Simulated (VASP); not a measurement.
Output of a VASP run:

### OSZICAR
```
       N       E                     dE             d eps       ncg     rms          rms(c)
DAV:   1     0.431811836613E+02    0.43181E+02   -0.58599E+03  2368   0.109E+03
DAV:   2    -0.257037069260E+01   -0.45752E+02   -0.42681E+02  2211   0.199E+02
DAV:   3    -0.293848213499E+01   -0.36811E+00   -0.36771E+00  2511   0.190E+01
DAV:   4    -0.293941054577E+01   -0.92841E-03   -0.92839E-03  2482   0.103E+00
DAV:   5    -0.293941652682E+01   -0.59810E-05   -0.59815E-05  2479   0.791E-02    0.904E+00
DAV:   6    -0.272346367829E+01    0.21595E+00   -0.68491E-01  2198   0.822E+00    0.584E+00
DAV:   7    -0.270676987122E+01    0.16694E-01   -0.73075E-02  2333   0.267E+00    0.271E+00
DAV:   8    -0.270498327648E+01    0.17866E-02   -0.21489E-03  2287   0.461E-01    0.226E-01
DAV:   9    -0.270497133334E+01    0.11943E-04   -0.11588E-05  2375   0.375E-02    0.208E-02
DAV:  10    -0.270497905600E+01   -0.77227E-05   -0.44576E-06  2370   0.281E-02    0.315E-03
DAV:  11    -0.270497895075E+01    0.10525E-06   -0.53051E-08  1840   0.221E-03    0.563E-04
DAV:  12    -0.270497891273E+01    0.38026E-07   -0.50595E-09  1152   0.846E-04
   1 F= -.27049789E+01 E0= -.27048317E+01  d E =-.441620E-03
```

File OUTCAR:
```
------------------------ aborting loop because EDIFF is reached ----------------------------------------
  FORCE on cell =-STRESS in cart. coord.  units (eV):
  Direction    XX          YY          ZZ          XY          YZ          ZX
  --------------------------------------------------------------------------------------
  Total        1.0044111      1.0044111      1.0044111      0.0000000      0.0000000      0.0000000
  in kB       93.4860629     93.4860629     93.4860629      0.0000000      0.0000000      0.0000000
  external PRESSURE =      93.4860629 kB  Pullay stress =       0.0000000 kB
  volume of cell :       17.21
      direct lattice vectors                 reciprocal lattice vectors
     0.000000000  2.049344956  2.049344956    -0.243980399  0.243980399  0.243980399
     2.049344956  0.000000000  2.049344956     0.243980399 -0.243980399  0.243980399
     2.049344956  2.049344956  0.000000000     0.243980399  0.243980399 -0.243980399
 POSITION                                       TOTAL-FORCE (eV/Angst)
 -----------------------------------------------------------------------------------
      0.00000      0.00000      0.00000        -0.000000     -0.000000     -0.000000
 -----------------------------------------------------------------------------------
    total drift:                               -0.000000      0.000000     -0.000000
  FREE ENERGIE OF THE ION-ELECTRON SYSTEM (eV)
  ---------------------------------------------------
  free  energy   TOTEN  =        -2.7049789127 eV

  energy  without entropy=       -2.7045372924  energy(sigma->0) =       -2.70483171
```
(Selected blocks of OUTCAR.)

### POSCAR
```
Au
1
    0.0000000000     2.0493449555     2.0493449555
    2.0493449555     0.0000000000     2.0493449555
    2.0493449555     2.0493449555     0.0000000000
Au
1
Direct
  0.0000000000   0.0000000000   0.0000000000
```

Write an INCAR and KPOINTS that could have produced this output.

One answer among several that fit: the input of the run itself, revPBE GGA, plane waves, VASP's PBE PAW potentials (set 64).

### INCAR
```
ALGO = Normal
EDIFF = 1E-7
ENCUT = 520
GGA = RE
ISIF = 2
ISMEAR = 1
LASPH = .TRUE.
LCHARG = .FALSE.
LMAXMIX = 6
LREAL = .FALSE.
LWAVE = .FALSE.
NELM = 100
PREC = Accurate
SIGMA = 0.1
SYSTEM = Au
```

### KPOINTS
```
Automatic mesh
0
Gamma
15 15 15
0 0 0
```

POTCAR, in this order: Au (PBE.64 set). Program: vasp_std.

The compound is Au in the fcc structure. This cell is one point of a volume scan, at 0.94 of the reference volume.
